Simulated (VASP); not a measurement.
# Interstitial O in GePt, part 2 of 6

Wanted: what interstitial O costs in GePt and how the lattice relaxes round it. The start is a cell from a database of measured crystal structures.

VASP 6.6.1, plane waves and PAW; the level of theory is named at each step.

So far. Step 2 (Relaxing the host crystal): The run ended after 7 ionic steps, 0.011 eV below its first step, once forces and stress met EDIFFG = -0.02.

## Step 3: The perfect supercell

Level of this step: PBEsol; plane waves and PAW (Pt, Ge) (VASP).

System of this step: GePt. Symmetry: Pnma, No. 62, orthorhombic system. The conventional cell has a = 5.723 Å, b = 3.709 Å, c = 6.126 Å, α = 90.00°, β = 90.00°, γ = 90.00°. Nearest to Pt lie 6 Ge at 2.49 to 2.66 Å. Nearest to Ge lie 6 Pt at 2.49 to 2.66 Å. Farther neighbours are not listed.

The same cell, mesh and cutoff without the defect give the energy to subtract and, in a gapped host, the band edges to count from, so that most errors cancel.

INCAR

```
SYSTEM = GePt
PREC = Normal
ENCUT = 400
EDIFF = 1E-05
NELM = 120
ISMEAR = 1
SIGMA = 0.2
LREAL = Auto
ALGO = Fast
GGA = PS
NBANDS = 136
LASPH = .TRUE.
LORBIT = 11
LWAVE = .FALSE.
LCHARG = .FALSE.
KPAR = 4
```

POSCAR

```
GePt
1.0
   -5.7228035426      3.7092622332      6.1261694956
    5.7228035426     -3.7092622332      6.1261694956
    5.7228035426      3.7092622332     -6.1261694956
Pt Ge
16 16
Direct
    0.7791277847      0.4044050963      0.3752773117
    0.2791277847      0.9044050963      0.3752773117
    0.2791277846      0.4044050963      0.8752773116
    0.7791277846      0.9044050963      0.8752773116
    0.2791277847      0.4038504730      0.3747226884
    0.7791277847      0.9038504730      0.3747226884
    0.7791277847      0.4038504730      0.8747226884
    0.2791277847      0.9038504730      0.8747226884
    0.7208722153      0.5961495270      0.6252773117
    0.2208722154      0.0961495270      0.6252773116
    0.2208722154      0.5961495270      0.1252773117
    0.7208722154      0.0961495270      0.1252773117
    0.2208722154      0.5955949037      0.6247226884
    0.7208722153      0.0955949037      0.6247226884
    0.7208722153      0.5955949037      0.1247226884
    0.2208722154      0.0955949037      0.1247226884
    0.5809206811      0.6133881180      0.7824674370
    0.0809206811      0.1133881180      0.7824674370
    0.0809206810      0.6133881180      0.2824674370
    0.5809206811      0.1133881180      0.2824674370
    0.5809206811      0.7984532441      0.4675325631
    0.0809206811      0.2984532441      0.4675325631
    0.0809206811      0.7984532441      0.9675325631
    0.5809206811      0.2984532441      0.9675325631
    0.4190793190      0.2015467559      0.5324674370
    0.9190793190      0.7015467559      0.5324674370
    0.9190793190      0.2015467559      0.0324674370
    0.4190793190      0.7015467559      0.0324674370
    0.4190793190      0.3866118820      0.2175325631
    0.9190793190      0.8866118820      0.2175325631
    0.9190793190      0.3866118820      0.7175325630
    0.4190793190      0.8866118820      0.7175325631
```

KPOINTS

```
Automatic mesh
0
Gamma
4 4 4
0 0 0
```

Potentials, in the order of the species: Pt and Ge (PBE family, release 64).

Launch:

```bash
mpirun -np 4 vasp_std
```

The log of the run:

```text
[banner, memory and clock lines left out]
running    4 mpi-ranks, on    1 nodes
 distrk:  each k-point on    1 cores,    4 groups
 distr:  one band on    1 cores,    1 groups

 POSCAR found type information on POSCAR PtGe
 POSCAR found :  2 types and      32 ions
 [... a notice as in an earlier step ...]

 LDA part: xc-table for (Slater+PW92), standard interpolation
 POSCAR, INCAR and KPOINTS ok, starting setup
 FFT: planning ... GRIDC
 FFT: planning ... GRID_SOFT
 FFT: planning ... GRID
 WAVECAR not read
 entering main loop
       N       E                     dE             d eps       ncg     rms          rms(c)
DAV:   1     0.103764564077E+04    0.10376E+04   -0.88644E+04  4896   0.122E+03
DAV:   2    -0.142532391030E+03   -0.11802E+04   -0.11204E+04  5456   0.260E+02
DAV:   3    -0.213014020514E+03   -0.70482E+02   -0.68056E+02  5792   0.554E+01
DAV:   4    -0.214987067014E+03   -0.19730E+01   -0.19462E+01  5808   0.909E+00
DAV:   5    -0.215039458119E+03   -0.52391E-01   -0.52259E-01  5888   0.134E+00    0.431E+01
RMM:   6    -0.207046373231E+03    0.79931E+01   -0.38313E+01  4897   0.148E+01    0.194E+01
RMM:   7    -0.206349272330E+03    0.69710E+00   -0.28998E+00  5122   0.371E+00    0.899E+00
RMM:   8    -0.206194091100E+03    0.15518E+00   -0.87229E-01  5368   0.189E+00    0.979E-01
RMM:   9    -0.206211414544E+03   -0.17323E-01   -0.19518E-01  5872   0.715E-01    0.530E-01
RMM:  10    -0.206212833612E+03   -0.14191E-02   -0.26835E-02  5701   0.298E-01    0.199E-01
RMM:  11    -0.206213083719E+03   -0.25011E-03   -0.65400E-03  5656   0.161E-01    0.552E-02
RMM:  12    -0.206213282868E+03   -0.19915E-03   -0.24253E-03  5899   0.888E-02    0.496E-02
RMM:  13    -0.206213282428E+03    0.43989E-06   -0.40390E-04  5555   0.455E-02    0.187E-02
RMM:  14    -0.206213291854E+03   -0.94264E-05   -0.13786E-04  5151   0.192E-02    0.107E-02
RMM:  15    -0.206213291904E+03   -0.49755E-07   -0.25303E-05  3349   0.109E-02
   1 F= -.20621329E+03 E0= -.20621531E+03  d E =0.605025E-02
```

Elapsed: 2.1 min, on 4 MPI ranks of Intel Xeon 6975P-C (Granite Rapids), shared host; peak memory 2.7 GiB.

Parts of OUTCAR (step 3):

```text
  LATTYP: Found a body centered orthorhombic cell.
 ALAT       =     7.4185244664
 B/A-ratio  =     1.5428414555
 C/A-ratio  =     1.6515870571

 Found     18 irreducible k-points:

   k-points           NKPTS =     18   k-points in BZ     NKDIM =     18   number of bands    NBANDS=    136

   dimension x,y,z NGX =    48 NGY =   48 NGZ =   48
   dimension x,y,z NGXF=    96 NGYF=   96 NGZF=   96

   ENCUT  =  400.0 eV  29.40 Ry    5.42 a.u.  14.95 14.95 14.95*2*pi/ulx,y,z

   NELECT =     224.0000    total number of electrons

 E-fermi :   8.6476

 k-point     1 :       0.0000    0.0000    0.0000
  band No.  band energies     occupation
    ...
    106       7.1703      2.00000
    107       7.2611      2.00000
    108       7.2630      2.00000
    109       7.2630      2.00000
    110       7.7193      2.00000
    111       9.1795     -0.00111
    112       9.1795     -0.00111
    113       9.2591     -0.00014
    114       9.2591     -0.00014
    115       9.2591     -0.00014
    ...

 k-point     2 :       0.2500   -0.0000    0.0000
  band No.  band energies     occupation
    ...
    106       7.2174      2.00000
    107       7.2389      2.00000
    108       7.2978      2.00000
    109       7.2978      2.00000
    110       7.8617      2.00000
    111       8.7423      0.28978
    112       9.1024     -0.00599
    113       9.1024     -0.00599
    114       9.3162     -0.00002
    115       9.3162     -0.00002
    ...

  Total        0.5612737      0.4430685     -2.6434441      0.0000000      0.0000000      0.0000000
  in kB        1.7287806      1.3646967     -8.1420795      0.0000000      0.0000000      0.0000000
  external PRESSURE =      -1.6828674 kB  Pullay stress =       0.0000000 kB

  energy-cutoff  :      400.00
  volume of cell :      520.17
      direct lattice vectors                 reciprocal lattice vectors
    -5.722803543  3.709262233  6.126169496     0.000000000  0.134797695  0.081617069
     5.722803543 -3.709262233  6.126169496     0.087369765  0.000000000  0.081617069
     5.722803543  3.709262233 -6.126169496     0.087369765  0.134797695  0.000000000

 POSITION                                       TOTAL-FORCE (eV/Angst)
 -----------------------------------------------------------------------------------
      0.00317      2.78195      4.95151        -0.014197     -0.000000      0.070028
      5.72598     -0.92732      4.95151        -0.014197     -0.000000      0.070028
      5.72598      2.78195     -1.17466        -0.014197      0.000000      0.070028
      5.72598      2.78195      4.95151        -0.014197      0.000000      0.070028
      2.85823      0.92732      1.88843         0.014197     -0.000000      0.070028
      2.85823      0.92732      8.01460         0.014197     -0.000000      0.070028
      2.85823      4.63658      1.88843         0.014197      0.000000      0.070028
      8.58103      0.92732      1.88843         0.014197     -0.000000      0.070028
      2.86458      2.78195      4.23774        -0.014197     -0.000000     -0.070028
      2.86458      2.78195     -1.88843        -0.014197      0.000000     -0.070028
      2.86458     -0.92732      4.23774        -0.014197      0.000000     -0.070028
     -2.85823      2.78195      4.23774        -0.014197     -0.000000     -0.070028
      5.71963      0.92732      1.17466         0.014197      0.000000     -0.070028
     -0.00317      4.63658      1.17466         0.014197      0.000000     -0.070028
     -0.00317      0.92732      7.30083         0.014197     -0.000000     -0.070028
     -0.00317      0.92732      1.17466         0.014197     -0.000000     -0.070028
      4.66371      2.78195      2.52301        -0.030004     -0.000000     -0.003483
      4.66371      2.78195     -3.60316        -0.030004     -0.000000     -0.003483
      4.66371     -0.92732      2.52301        -0.030004     -0.000000     -0.003483
     -1.05909      2.78195      2.52301        -0.030004     -0.000000     -0.003483
      3.92049      0.92732      5.58609         0.030004      0.000000     -0.003483
      3.92049      0.92732     -0.54007         0.030004      0.000000     -0.003483
      9.64330      0.92732     -0.54007         0.030004      0.000000     -0.003483
      3.92049      4.63658     -0.54007         0.030004      0.000000     -0.003483
      1.80231      2.78195      0.54007        -0.030004     -0.000000      0.003483
      1.80231      2.78195      6.66624        -0.030004     -0.000000      0.003483
     -3.92049      2.78195      6.66624        -0.030004     -0.000000      0.003483
      1.80231     -0.92732      6.66624        -0.030004      0.000000      0.003483
      1.05909      0.92732      3.60316         0.030004      0.000000      0.003483
      1.05909      0.92732      9.72933         0.030004      0.000000      0.003483
      1.05909      4.63658      3.60316         0.030004      0.000000      0.003483
      6.78189      0.92732      3.60316         0.030004      0.000000      0.003483
 -----------------------------------------------------------------------------------
    total drift:                               -0.000000     -0.000002      0.000001

  FREE ENERGIE OF THE ION-ELECTRON SYSTEM (eV)
  ---------------------------------------------------
  free  energy   TOTEN  =      -206.2132919041 eV

  energy  without entropy=     -206.2193421583  energy(sigma->0) =     -206.21530866

 total charge
# of ion       s       p       d       tot
------------------------------------------
    1        0.651   0.624   8.171   9.447
    2        0.651   0.624   8.171   9.447
    3        0.651   0.624   8.171   9.447
    4        0.651   0.624   8.171   9.447
    5        0.651   0.624   8.171   9.447
    6        0.651   0.624   8.171   9.447
    7        0.651   0.624   8.171   9.447
    8        0.651   0.624   8.171   9.447
    9        0.651   0.624   8.171   9.447
   10        0.651   0.624   8.171   9.447
   11        0.651   0.624   8.171   9.447
   12        0.651   0.624   8.171   9.447
   13        0.651   0.624   8.171   9.447
   14        0.651   0.624   8.171   9.447
   15        0.651   0.624   8.171   9.447
   16        0.651   0.624   8.171   9.447
   17        1.125   1.135   0.125   2.385
   18        1.125   1.135   0.125   2.385
   19        1.125   1.135   0.125   2.385
   20        1.125   1.135   0.125   2.385
   21        1.125   1.135   0.125   2.385
   22        1.125   1.135   0.125   2.385
   23        1.125   1.135   0.125   2.385
   24        1.125   1.135   0.125   2.385
   25        1.125   1.135   0.125   2.385
   26        1.125   1.135   0.125   2.385
   27        1.125   1.135   0.125   2.385
   28        1.125   1.135   0.125   2.385
   29        1.125   1.135   0.125   2.385
   30        1.125   1.135   0.125   2.385
   31        1.125   1.135   0.125   2.385
   32        1.125   1.135   0.125   2.385
--------------------------------------------------
tot         28.420  28.154 132.743 189.317

[... 2 parts as in an earlier step ...]

[... 7 further parts left out ...]
```

This step gave:

```yaml
electronic_cycles: 15
electrons: 224
free_energy_toten: -206.2133 eV
energy_at_zero_smearing: -206.2153 eV
fermi_energy: 8.648 eV
```

Force (size) by element, in eV/Å:

```
element  atoms    mean  spread (r.m.s.)   least  largest
     Pt     16  0.0715           0.0000  0.0715   0.0715
     Ge     16  0.0302           0.0000  0.0302   0.0302
```

The atoms with the largest values:

```
atom        x, y, z (Å)             force (eV/Å)
 Pt1   0.00, 2.78, 4.95  -0.0142, 0.0000, 0.0700
 Pt2  5.73, -0.93, 4.95  -0.0142, 0.0000, 0.0700
 Pt3  5.73, 2.78, -1.17  -0.0142, 0.0000, 0.0700
 Pt4   5.73, 2.78, 4.95  -0.0142, 0.0000, 0.0700
 Pt5   2.86, 0.93, 1.89   0.0142, 0.0000, 0.0700
 Pt6   2.86, 0.93, 8.01   0.0142, 0.0000, 0.0700
 Pt7   2.86, 4.64, 1.89   0.0142, 0.0000, 0.0700
 Pt8   8.58, 0.93, 1.89   0.0142, 0.0000, 0.0700
```

The host is treated as a metal, as its relaxation found a gap under 0.3 eV or none, and only the neutral defect is run.

(Continued in part 3 of 6.)

[Lines on the potential files, build, host, timing and source positions are cut from VASP's logs without a mark.]

[Logs are printed without paths, hosts, clocks, repeated set-up lines and the standing remarks that a program may print on its own settings, such as how far it seeks lower states.]

[Hosts, paths, dates, database ids (printed as entryN), source tags and the programs' standing remarks are cut or masked in the printed files.]

[In band tables of VASP the shares of atoms and orbitals are scaled to a sum of 1 inside the atoms' spheres.]

[Runs that stopped without an error message from VASP are left out.]
